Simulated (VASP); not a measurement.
All values below come from G0W0 on PBE orbitals, VASP's PBE PAW potentials (set 64) (plane waves; VASP).

VASP ran on this input.

### KPOINTS
```
Automatic mesh
0
G
  4 4 4
0 0 0
```

**POSCAR**
```
Li2Se
1
    0.0000000000     3.0000000000     3.0000000000
    3.0000000000     0.0000000000     3.0000000000
    3.0000000000     3.0000000000     0.0000000000
Li Se
2 1
Direct
  0.2500000000   0.2500000000   0.2500000000
  0.7500000000   0.7500000000   0.7500000000
  0.0000000000   0.0000000000   0.0000000000
```

### INCAR
```
SIGMA = 0.01   ! width (eV)
NBANDS = 192
PREC = Normal
ISMEAR = 0
ENCUT = 500   ! plane-wave cut-off (eV)
ALGO = EVGW0
NOMEGA = 64
NBANDSGW = 16
ENCUTGW = 180
LWAVE = .TRUE.
LSPECTRALGW = .TRUE.
NELMGW = 1
SYSTEM = Li2Se
LCHARG = .FALSE.
LREAL = .FALSE.
LASPH = .TRUE.
GGA = PE   ! PBE
```

POTCAR, in this order: Li_sv_GW Se_GW (PBE.64 set). Program: vasp_std. Read from the step before: W*.

What VASP printed:

OUTCAR:
```
 ion  position               nearest neighbor table
   1  0.250  0.250  0.250-
   2  0.750  0.750  0.750-
   3  0.000  0.000  0.000-
  LATTYP: Found a face centered cubic cell.
 ALAT       =     6.0000000000
 Subroutine PRICEL returns:
 Original cell was already a primitive cell.
 Subroutine GETGRP returns: Found 48 space group operations
The static configuration has the point symmetry O_h .
The dynamic configuration has the point symmetry O_h .
 Subroutine INISYM returns: Found 48 space group operations
 Subroutine IBZKPT returns following result:
 Found      8 irreducible k-points:

 Following reciprocal coordinates:
            Coordinates               Weight
  0.000000  0.000000  0.000000      1.000000
  0.250000  0.000000  0.000000      8.000000
  0.500000  0.000000  0.000000      4.000000
  0.250000  0.250000  0.000000      6.000000
  0.500000  0.250000  0.000000     24.000000
 -0.250000  0.250000  0.000000     12.000000
  0.500000  0.500000  0.000000      3.000000
 -0.250000  0.500000  0.250000      6.000000
 Subroutine IBZKPT_HF returns following result:
   k-points           NKPTS =      8   k-points in BZ     NKDIM =     64   number of bands    NBANDS=    192
   number of dos      NEDOS =    301   number of ions     NIONS =      3
   total plane-waves  NPLWV =  13824
   dimension x,y,z NGX =    24 NGY =   24 NGZ =   24
   dimension x,y,z NGXF=    48 NGYF=   48 NGZF=   48
   ions per type =               2   1
   PREC   = normal    normal or accurate (medium, high low for compatibility)
   ISTART =      1    job   : 0-new  1-cont  2-samecut
   ICHARG =      0    charge: 1-file 2-atom 10-const
   ISPIN  =      1    spin polarized calculation?
   LNONCOLLINEAR =      F non collinear calculations
   LSORBIT =      F    spin-orbit coupling
   INIWAV =      1    electr: 0-lowe 1-rand  2-diag
   ENCUT  =  500.0 eV  36.75 Ry    6.06 a.u.   7.74  7.74  7.74*2*pi/ulx,y,z
...
```

OSZICAR:
```
energies w=
    0.000    0.000    1.116    0.000    2.229    0.000    3.338    0.000
    4.440    0.000    5.534    0.000    6.617    0.000    7.689    0.000
    8.748    0.000    9.794    0.000   10.827    0.000   11.845    0.000
   12.850    0.000   13.842    0.000   14.822    0.000   15.790    0.000
   16.748    0.000   17.697    0.000   18.637    0.000   19.572    0.000
   20.501    0.000   21.427    0.000   22.352    0.000   23.277    0.000
   24.205    0.000   25.137    0.000   26.076    0.000   27.024    0.000
   27.983    0.000   28.957    0.000   29.947    0.000   30.958    0.000
   31.991    0.000   33.052    0.000   34.143    0.000   35.270    0.000
   36.436    0.000   37.649    0.000   38.912    0.000   40.235    0.000
   41.623    0.000   43.087    0.000   44.636    0.000   46.283    0.000
   48.040    0.000   49.925    0.000   51.956    0.000   54.156    0.000
   56.553    0.000   59.178    0.000   62.072    0.000   65.285    0.000
   68.877    0.000   72.927    0.000   77.533    0.000   82.824    0.000
   88.971    0.000   96.202    0.000  104.838    0.000  115.330    0.000
  128.345    0.000  144.912    0.000  166.691    0.000  196.568    0.000
NQ=   1    0.0000    0.0000    0.0000,
 performed        192000 updates of chi_q(r,r)
NQ=   2    0.2500    0.0000    0.0000,
 performed        605000 updates of chi_q(r,r)
NQ=   3    0.5000    0.0000    0.0000,
 performed        907000 updates of chi_q(r,r)
NQ=   4    0.2500    0.2500    0.0000,
 performed       1277000 updates of chi_q(r,r)
NQ=   5    0.5000    0.2500    0.0000,
 performed       1788000 updates of chi_q(r,r)
NQ=   6   -0.2500    0.2500    0.0000,
 performed       2238000 updates of chi_q(r,r)
NQ=   7    0.5000    0.5000    0.0000,
 performed       2516000 updates of chi_q(r,r)
NQ=   8   -0.2500    0.5000    0.2500,
 performed       2892000 updates of chi_q(r,r)
 resolving degeneracies of screened two electron integrals
```

### OUTCAR
```


 k-point   1 :       0.0000    0.0000    0.0000
  band No.  KS-energies  QP-energies   sigma(KS)   V_xc(KS)     V^pw_x(r,r')   Z            occupation Imag(sigma)

      1     -44.0234     -51.4663     -37.7641     -27.5827     -43.3152       0.7310       2.0000       0.2732
      2     -43.9995     -51.6499     -37.8049     -27.6285     -43.3573       0.7518       2.0000       0.2712
      3     -10.7099     -11.8307     -14.1047     -12.5387     -19.9044       0.7157       2.0000       1.5287
      4       0.6837      -0.5311     -13.3673     -11.7972     -14.6617       0.7737       2.0000       0.1364
      5       0.6837      -0.5311     -13.3673     -11.7972     -14.6617       0.7737       2.0000       0.1364
      6       0.6837      -0.5311     -13.3673     -11.7972     -14.6617       0.7737       2.0000       0.1364
      7       4.0613       4.4743      -7.6613      -8.1791      -4.2325       0.7974       0.0000      -0.1439
      8       6.2986       6.8634      -7.3209      -8.0338      -3.6588       0.7923       0.0000      -0.1584
      9       6.2986       6.8634      -7.3209      -8.0338      -3.6588       0.7923       0.0000      -0.1584
     10       6.2986       6.8634      -7.3209      -8.0338      -3.6588       0.7923       0.0000      -0.1584
     11      11.2691      11.7706      -7.8004      -8.4499      -3.4814       0.7722       0.0000      -0.3125
     12      11.2691      11.7706      -7.8004      -8.4499      -3.4814       0.7722       0.0000      -0.3125
     13      11.6058      11.9241      -6.4233      -6.8385      -1.6716       0.7668       0.0000      -0.4527
     14      11.6058      11.9241      -6.4233      -6.8385      -1.6716       0.7668       0.0000      -0.4527
     15      11.6058      11.9241      -6.4233      -6.8385      -1.6716       0.7668       0.0000      -0.4527
     16      14.9968      15.4372      -8.9190      -9.5038      -3.5621       0.7531       0.0000      -0.6770

 k-point   2 :       0.2500    0.0000    0.0000
  band No.  KS-energies  QP-energies   sigma(KS)   V_xc(KS)     V^pw_x(r,r')   Z            occupation Imag(sigma)

      1     -44.0209     -51.4892     -37.7713     -27.5918     -43.3236       0.7337       2.0000       0.2732
      2     -44.0028     -51.6246     -37.7986     -27.6225     -43.3513       0.7490       2.0000       0.2714
      3     -10.5377     -11.6336     -14.1500     -12.6467     -19.9016       0.7290       2.0000       1.4966
      4      -1.0793      -2.3979     -12.1995     -10.4605     -13.9039       0.7583       2.0000       0.1843
      5       0.3926      -0.8360     -13.1517     -11.5572     -14.5041       0.7705       2.0000       0.1417
      6       0.3926      -0.8360     -13.1517     -11.5572     -14.5041       0.7705       2.0000       0.1417
      7       5.2028       5.6757      -7.8192      -8.4181      -4.2265       0.7897       0.0000      -0.1569
      8       6.8407       7.3894      -7.3510      -8.0467      -3.5892       0.7886       0.0000      -0.1703
      9       6.8407       7.3894      -7.3510      -8.0467      -3.5892       0.7886       0.0000      -0.1703
     10       7.5670       8.0826      -8.1986      -8.8634      -4.2502       0.7755       0.0000      -0.2031
     11       9.7152      10.1649      -7.2089      -7.7898      -2.9416       0.7743       0.0000      -0.2775
     12       9.7152      10.1649      -7.2089      -7.7898      -2.9416       0.7743       0.0000      -0.2775
     13      12.0573      12.3537      -7.1024      -7.4881      -2.3447       0.7685       0.0000      -0.4924
     14      15.3704      15.9392      -8.3250      -9.0766      -2.9873       0.7567       0.0000      -0.6682
     15      15.6804      16.2084      -7.5107      -8.1843      -2.4229       0.7839       0.0000      -0.7147
     16      15.6804      16.2084      -7.5107      -8.1843      -2.4229       0.7839       0.0000      -0.7147

 k-point   3 :       0.5000    0.0000    0.0000
  band No.  KS-energies  QP-energies   sigma(KS)   V_xc(KS)     V^pw_x(r,r')   Z            occupation Imag(sigma)

      1     -44.0116     -51.5507     -37.7849     -27.6078     -43.3377       0.7408       2.0000       0.2724
      2     -44.0116     -51.5507     -37.7849     -27.6078     -43.3377       0.7408       2.0000       0.2724
      3     -10.3449     -11.3939     -14.2238     -12.7876     -19.9127       0.7304       2.0000       1.4494
      4      -2.2281      -3.6418     -11.8315      -9.9295     -13.9914       0.7433       2.0000       0.2483
      5       0.1558      -1.0912     -13.0395     -11.4149     -14.4640       0.7675       2.0000       0.1483
      6       0.1558      -1.0912     -13.0395     -11.4149     -14.4640       0.7675       2.0000       0.1483
      7       5.7812       6.3064      -7.9734      -8.6389      -4.2891       0.7892       0.0000      -0.1627
      8       6.6380       7.1302      -7.0800      -7.7019      -3.3883       0.7916       0.0000      -0.1676
      9       6.6380       7.1302      -7.0800      -7.7019      -3.3883       0.7916       0.0000      -0.1676
     10       8.6355       8.9204      -7.5328      -7.9067      -3.2431       0.7619       0.0000      -0.2977
     11      12.1797      12.6545      -7.5831      -8.2156      -2.5373       0.7506       0.0000      -0.4854
     12      12.1797      12.6545      -7.5831      -8.2156      -2.5373       0.7506       0.0000      -0.4854
     13      13.2662      13.8418      -8.2099      -8.9530      -3.5348       0.7746       0.0000      -0.4506
     14      13.2662      13.8418      -8.2099      -8.9530      -3.5348       0.7746       0.0000      -0.4506
     15      13.3814      14.1549      -8.2868      -9.2967      -3.3739       0.7659       0.0000      -0.4515
     16      13.6029      14.0488      -8.7314      -9.3234      -3.4931       0.7531       0.0000      -0.6246

 k-point   4 :       0.2500    0.2500    0.0000
  band No.  KS-energies  QP-energies   sigma(KS)   V_xc(KS)     V^pw_x(r,r')   Z            occupation Imag(sigma)

      1     -44.0190     -51.5046     -37.7708     -27.5908     -43.3229       0.7353       2.0000       0.2733
      2     -44.0025     -51.6477     -37.7967     -27.6206     -43.3492       0.7513       2.0000       0.2713
      3     -10.4826     -11.5597     -14.1607     -12.6784     -19.8975       0.7266       2.0000       1.4867
      4      -0.7613      -2.0633     -12.5303     -10.8129     -14.1492       0.7582       2.0000       0.1718
      5      -0.1501      -1.4083     -12.7097     -11.0676     -14.1809       0.7663       2.0000       0.1548
      6      -0.1501      -1.4083     -12.7097     -11.0676     -14.1809       0.7663       2.0000       0.1548
      7       4.9110       5.2813      -7.2618      -7.7277      -3.7814       0.7946       0.0000      -0.1525
      8       6.5704       7.0974      -7.7160      -8.3833      -4.0300       0.7899       0.0000      -0.1632
      9       8.0473       8.6402      -7.9475      -8.7124      -3.9022       0.7752       0.0000      -0.2057
     10       8.0473       8.6402      -7.9475      -8.7124      -3.9022       0.7752       0.0000      -0.2057
     11       8.7871       9.2795      -8.0847      -8.7237      -3.9104       0.7705       0.0000      -0.2508
     12      12.2366      12.7364      -7.9037      -8.5505      -3.3818       0.7727       0.0000      -0.3932
     13      13.4838      13.8755      -6.6299      -7.1377      -1.6878       0.7715       0.0000      -0.5762
     14      13.4838      13.8755      -6.6299      -7.1377      -1.6878       0.7715       0.0000      -0.5762
     15      15.3657      15.7181      -6.7254      -7.1678      -1.9090       0.7964       0.0000      -0.7521
     16      15.3771      15.9400      -8.2673      -9.0133      -2.9331       0.7545       0.0000      -0.6667

 k-point   5 :       0.5000    0.2500    0.0000
  band No.  KS-energies  QP-energies   sigma(KS)   V_xc(KS)     V^pw_x(r,r')   Z            occupation Imag(sigma)

      1     -44.0134     -51.5523     -37.7792     -27.6010     -43.3320       0.7407       2.0000       0.2729
      2     -44.0083     -51.5970     -37.7888     -27.6128     -43.3418       0.7457       2.0000       0.2719
      3     -10.2910     -11.3322     -14.2307     -12.8167     -19.9069       0.7364       2.0000       1.4393
      4      -1.7548      -3.1421     -12.0319     -10.1870     -14.0129       0.7519       2.0000       0.2190
      5      -0.6910      -1.9997     -12.5533     -10.8347     -14.1865       0.7615       2.0000       0.1718
      6      -0.3557      -1.6334     -12.6415     -10.9720     -14.1816       0.7653       2.0000       0.1615
      7       5.0908       5.4413      -7.0675      -7.5092      -3.5986       0.7935       0.0000      -0.1529
      8       7.8166       8.3122      -8.4046      -9.0437      -4.4679       0.7754       0.0000      -0.2039
      9       8.0378       8.6101      -7.7562      -8.4940      -3.6483       0.7756       0.0000      -0.2144
     10       8.3825       8.9144      -7.6311      -8.3163      -3.5563       0.7761       0.0000      -0.2197
     11      11.0140      11.4726      -8.2705      -8.8797      -3.4882       0.7528       0.0000      -0.4199
     12      12.1917      12.7314      -7.7762      -8.4899      -2.8909       0.7562       0.0000      -0.4428
     13      13.1068      13.8272      -8.0480      -8.9851      -3.2172       0.7688       0.0000      -0.4381
     14      14.1794      14.7556      -8.2841      -9.0272      -3.3427       0.7753       0.0000      -0.5660
     15      14.2271      14.7054      -7.7139      -8.3386      -2.5742       0.7658       0.0000      -0.6313
     16      16.1072      16.7533      -7.4914      -8.3277      -2.2416       0.7725       0.0000      -0.7438

 k-point   6 :      -0.2500    0.2500    0.0000
  band No.  KS-energies  QP-energies   sigma(KS)   V_xc(KS)     V^pw_x(r,r')   Z            occupation Imag(sigma)

      1     -44.0153     -51.5076     -37.7779     -27.5996     -43.3305       0.7361       2.0000       0.2729
      2     -44.0068     -51.6155     -37.7906     -27.6141     -43.3434       0.7477       2.0000       0.2719
      3     -10.3527     -11.3990     -14.2106     -12.7745     -19.9068       0.7286       2.0000       1.4543
      4      -1.6295      -2.9952     -11.9726     -10.1614     -13.8815       0.7541       2.0000       0.2107
      5      -0.7513      -2.0616     -12.5170     -10.7886     -14.1727       0.7581       2.0000       0.1746
...
```
(Selected blocks of OUTCAR.)

The mesh is coarse and the basis finite, so the quasiparticle values are not converged.

The compound is Li2Se in the antifluorite structure. The cell was not relaxed at this level. The k-mesh is coarse (spacing up to 0.45 per Å, 2π included), so the numbers may not be converged in it.
